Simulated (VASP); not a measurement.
OSZICAR of a VASP run on InAs (zinc blende):

### OSZICAR
```
       N       E                     dE             d eps       ncg     rms          rms(c)
DAV:   1     0.118014543650E+03    0.11801E+03   -0.85177E+03  1890   0.148E+03
DAV:   2     0.530839497220E+01   -0.11271E+03   -0.10973E+03  1922   0.323E+02
DAV:   3    -0.311137992568E+01   -0.84198E+01   -0.83605E+01  2492   0.930E+01
DAV:   4    -0.334167714882E+01   -0.23030E+00   -0.23016E+00  2077   0.172E+01
DAV:   5    -0.335196393864E+01   -0.10287E-01   -0.10286E-01  2726   0.323E+00    0.388E+00
DAV:   6    -0.310468853896E+01    0.24728E+00   -0.46468E-01  2781   0.123E+01    0.215E+00
DAV:   7    -0.308419819654E+01    0.20490E-01   -0.12863E-01  2585   0.334E+00    0.665E-01
DAV:   8    -0.308446620631E+01   -0.26801E-03   -0.11463E-02  2260   0.154E+00    0.180E-01
DAV:   9    -0.308490215096E+01   -0.43594E-03   -0.11440E-03  2112   0.456E-01    0.111E-01
DAV:  10    -0.308496898731E+01   -0.66836E-04   -0.13732E-04  2848   0.148E-01    0.741E-02
DAV:  11    -0.308499413812E+01   -0.25151E-04   -0.96051E-05  1952   0.119E-01    0.601E-02
DAV:  12    -0.308499542477E+01   -0.12866E-05   -0.10990E-05  1982   0.264E-02    0.124E-02
DAV:  13    -0.308499553196E+01   -0.10719E-06   -0.14274E-06  2297   0.730E-03    0.884E-03
DAV:  14    -0.308499567915E+01   -0.14719E-06   -0.79811E-08  1452   0.370E-03    0.369E-03
DAV:  15    -0.308499580854E+01   -0.12938E-06   -0.41695E-08  1241   0.220E-03    0.541E-04
DAV:  16    -0.308499582332E+01   -0.14780E-07   -0.75560E-09  1001   0.118E-03
   1 F= -.30849958E+01 E0= -.30849958E+01  d E =0.000000E+00
```

### Question
Which electronic solver shows in the log?

### Answer
It is blocked Davidson (ALGO = Normal, or the opening steps of other solvers). The INCAR had ALGO = Normal.

### Question
Can the final energy be trusted as converged?

### Answer
Self-consistency was reached. It stopped with EDIFF = 1E-7, NELM = 100 (optB86b-vdW, plane waves, VASP's PBE PAW potentials (set 64)).

The compound is InAs in the zinc blende structure. It was relaxed first.
